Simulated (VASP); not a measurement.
Data:

```xyz
2
Lattice="0.0000 2.7300 2.7300 2.7300 0.0000 2.7300 2.7300 2.7300 0.0000" Properties=species:S:1:pos:R:3 pbc="T T T"
Al     0.0000     0.0000     0.0000
P      1.3650     1.3650     1.3650
```

Method: G0W0 on PBE orbitals, VASP's PBE PAW potentials (set 64) (plane waves; VASP 6.6.1). Run with PREC = Normal, 350 eV cut-off, 4×4×4 Γ-centred mesh, Gaussian smearing of 0.010 eV, potentials Al_GW P_GW.

The mesh is coarse and the basis finite, so the quasiparticle values are not converged.

NBANDS = 100, ENCUTGW = 150 eV, NOMEGA = 64. The PBE levels (eV) that the step starts from are:

| state | KS energy | filling |
|---|---|---|
| k1 (0.00, 0.00, 0.00), band 1 | -7.61 | 2 |
| k1 (0.00, 0.00, 0.00), band 2 | 3.90 | 2 |
| k1 (0.00, 0.00, 0.00), band 3 | 3.90 | 2 |
| k1 (0.00, 0.00, 0.00), band 4 | 3.90 | 2 |
| k1 (0.00, 0.00, 0.00), band 5 | 7.20 | 0 |
| k1 (0.00, 0.00, 0.00), band 6 | 8.44 | 0 |
| k1 (0.00, 0.00, 0.00), band 7 | 8.44 | 0 |
| k1 (0.00, 0.00, 0.00), band 8 | 8.44 | 0 |
| k2 (0.25, 0.00, 0.00), band 1 | -6.95 | 2 |
| k2 (0.25, 0.00, 0.00), band 2 | 0.72 | 2 |
| k2 (0.25, 0.00, 0.00), band 3 | 3.46 | 2 |
| k2 (0.25, 0.00, 0.00), band 4 | 3.46 | 2 |
| k2 (0.25, 0.00, 0.00), band 5 | 7.21 | 0 |
| k2 (0.25, 0.00, 0.00), band 6 | 9.03 | 0 |
| k2 (0.25, 0.00, 0.00), band 7 | 9.03 | 0 |
| k2 (0.25, 0.00, 0.00), band 8 | 10.83 | 0 |
| k7 (0.50, 0.50, 0.00), band 1 | -5.26 | 2 |
| k7 (0.50, 0.50, 0.00), band 2 | -1.42 | 2 |
| k7 (0.50, 0.50, 0.00), band 3 | 1.79 | 2 |
| k7 (0.50, 0.50, 0.00), band 4 | 1.79 | 2 |
| k7 (0.50, 0.50, 0.00), band 5 | 5.46 | 0 |
| k7 (0.50, 0.50, 0.00), band 6 | 6.35 | 0 |
| k7 (0.50, 0.50, 0.00), band 7 | 14.95 | 0 |
| k7 (0.50, 0.50, 0.00), band 8 | 14.95 | 0 |

Question: Give the quasiparticle energies and renormalisation factors Z.

Answer: 
| state | QP energy (eV) | Z |
|---|---|---|
| k1 (0.00, 0.00, 0.00), band 1 | -8.18 | 0.67 |
| k1 (0.00, 0.00, 0.00), band 2 | 3.30 | 0.76 |
| k1 (0.00, 0.00, 0.00), band 3 | 3.30 | 0.76 |
| k1 (0.00, 0.00, 0.00), band 4 | 3.30 | 0.76 |
| k1 (0.00, 0.00, 0.00), band 5 | 7.52 | 0.77 |
| k1 (0.00, 0.00, 0.00), band 6 | 8.80 | 0.76 |
| k1 (0.00, 0.00, 0.00), band 7 | 8.80 | 0.76 |
| k1 (0.00, 0.00, 0.00), band 8 | 8.80 | 0.76 |
| k2 (0.25, 0.00, 0.00), band 1 | -7.50 | 0.71 |
| k2 (0.25, 0.00, 0.00), band 2 | 0.04 | 0.73 |
| k2 (0.25, 0.00, 0.00), band 3 | 2.83 | 0.76 |
| k2 (0.25, 0.00, 0.00), band 4 | 2.83 | 0.76 |
| k2 (0.25, 0.00, 0.00), band 5 | 7.53 | 0.77 |
| k2 (0.25, 0.00, 0.00), band 6 | 9.38 | 0.76 |
| k2 (0.25, 0.00, 0.00), band 7 | 9.38 | 0.76 |
| k2 (0.25, 0.00, 0.00), band 8 | 11.12 | 0.74 |
| k7 (0.50, 0.50, 0.00), band 1 | -5.69 | 0.69 |
| k7 (0.50, 0.50, 0.00), band 2 | -2.11 | 0.70 |
| k7 (0.50, 0.50, 0.00), band 3 | 1.08 | 0.74 |
| k7 (0.50, 0.50, 0.00), band 4 | 1.08 | 0.74 |
| k7 (0.50, 0.50, 0.00), band 5 | 5.55 | 0.78 |
| k7 (0.50, 0.50, 0.00), band 6 | 6.59 | 0.78 |
| k7 (0.50, 0.50, 0.00), band 7 | 15.19 | 0.72 |
| k7 (0.50, 0.50, 0.00), band 8 | 15.19 | 0.72 |
On the mesh the gap opens from 1.56 to 2.25 eV.

The compound is AlP in the zinc blende structure. The cell was not relaxed at this level. The k-mesh is coarse (spacing up to 0.50 per Å, 2π included), so the numbers may not be converged in it.
